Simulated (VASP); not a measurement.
An input for Ansatz (written as the equivalent of a VASP run, and not itself run):

Ansatz 0.2 input:
```yaml
crystal:
  lattice:
    - [3.7455929, 0.0000000, 0.0000000]
    - [-1.8727965, 3.2437786, 0.0000000]
    - [0.0000000, 0.0000000, 6.2059625]
  atoms:
    - { symbol: Mg, position: [0.0000000, 0.0000000, 0.0000000] }
    - { symbol: Br, position: [0.3333330, 0.6666670, 0.2406905] }
    - { symbol: Br, position: [0.6666670, 0.3333330, 0.7593095] }
kpoints:
  mp_grid: { grid: [6, 6, 4] }
hamiltonian:
  xc: lda
  pseudopotentials: { kind: paw }
scf:
  occupations: { method: gaussian, width: 0.05 }
  max_iter: 100
relax:
  max_steps: 60
  f_tol: 0.02
  cell: {}
output: { forces: true, stress: true, eigenvalues: true }
```

Problem. Write the VASP files for the same calculation (LDA).

Solution. One answer among several that fit: 
**KPOINTS**
```
Automatic mesh
0
Gamma
6 6 4
0 0 0
```

### POSCAR
```
MgBr2
1
    3.7455929053     0.0000000000     0.0000000000
   -1.8727964527     3.2437785951    -0.0000000000
    0.0000000000     0.0000000000     6.2059624626
Mg Br
1 2
Direct
  0.0000000000   0.0000000000   0.0000000000
  0.3333330000   0.6666670000   0.2406904982
  0.6666670000   0.3333330000   0.7593095018
```

INCAR:
```
ALGO=Normal
EDIFF=1E-6
EDIFFG=-0.02
ENCUT=400
IBRION=2
ISIF=3
ISMEAR=0
LASPH=.TRUE.
LCHARG=.FALSE.
LMAXMIX=4
LREAL=.FALSE.
LWAVE=.FALSE.
NELM=100
NSW=60
PREC=Accurate
SIGMA=0.05
SYSTEM=MgBr2
```

POTCAR, in this order: Mg Br (LDA.64 set). Program: vasp_std.

What does not carry over: each code has its own PAW files, so the cut-off isn't converted (ENCUT is set for VASP's; basis.ecutwfc is left out, and Ansatz then takes the one that its files recommend); Ansatz stops its SCF on the density residual and VASP on the energy change (EDIFF); Ansatz's lda is the Perdew-Wang form, while the LDA potentials of VASP carry Perdew-Zunger's.

The structure comes from a computed database's MgBr2 entry (P-3m1); how it stands against other phases isn't given here. This run relaxes it. Symmetry was kept, so distortions that lower it aren't found. The start is the result of an earlier pass.
